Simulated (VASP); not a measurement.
Calculation: r2SCAN meta-GGA, VASP's PBE PAW potentials (set 64) (plane waves; VASP).

VASP ran on this input.

**POSCAR**
```
NbP
1.0
  3.3309292028  -0.0000000030   0.0000000000
 -1.6654651066   2.8846697281   0.0000000000
  0.0000000000   0.0000000000   3.3234904569
Nb P
1 1
Cartesian
  0.0000000000   0.0000000000   0.0000000000
  1.6654660985   0.9615556125   1.6617452285
```

INCAR:
```
ALGO = Normal
EDIFF = 1E-7
ENCUT = 400
ISIF = 2
ISMEAR = -5
LASPH = .TRUE.
LCHARG = .FALSE.
LMAXMIX = 4
LMIXTAU = .TRUE.
LORBIT = 11
LREAL = .FALSE.
LWAVE = .FALSE.
METAGGA = R2SCAN
NEDOS = 601
NELM = 100
PREC = Accurate
SYSTEM = NbP
```

**KPOINTS_OPT**
```
k-points along high-symmetry lines
6
Line-mode
Reciprocal
  0.000000   0.000000   0.000000 ! GAMMA
  0.500000   0.000000   0.000000 ! M

  0.500000   0.000000   0.000000 ! M
  0.333333   0.333333   0.000000 ! K

  0.333333   0.333333   0.000000 ! K
  0.000000   0.000000   0.000000 ! GAMMA

  0.000000   0.000000   0.000000 ! GAMMA
  0.000000   0.000000   0.500000 ! A

  0.000000   0.000000   0.500000 ! A
  0.500000   0.000000   0.500000 ! L

  0.500000   0.000000   0.500000 ! L
  0.333333   0.333333   0.500000 ! H

  0.333333   0.333333   0.500000 ! H
  0.000000   0.000000   0.500000 ! A

  0.500000   0.000000   0.500000 ! L
  0.500000   0.000000   0.000000 ! M

  0.333333   0.333333   0.500000 ! H
  0.333333   0.333333   0.000000 ! K
```

**KPOINTS**
```
Automatic mesh
0
Gamma
14 14 12
0 0 0
```

POTCAR, in this order: Nb_sv P (PBE.64 set). Program: vasp_std.

Q: What will the output report for the number of irreducible k-points (NKPTS), number of bands (NBANDS), largest plane-wave count, number of space-group operations, FFT grid (NGX, NGY, NGZ)?

A: 
| Quantity | Result |
|---|---|
| number of irreducible k-points (NKPTS) | 168 |
| number of bands (NBANDS) | 13 |
| largest plane-wave count | 611 |
| number of space-group operations | 12 |
| FFT grid (NGX, NGY, NGZ) | 24 × 24 × 24 |

The structure was generated: NbP was put into the WC type (P-6m2), which need not be its known phase. It was relaxed first.
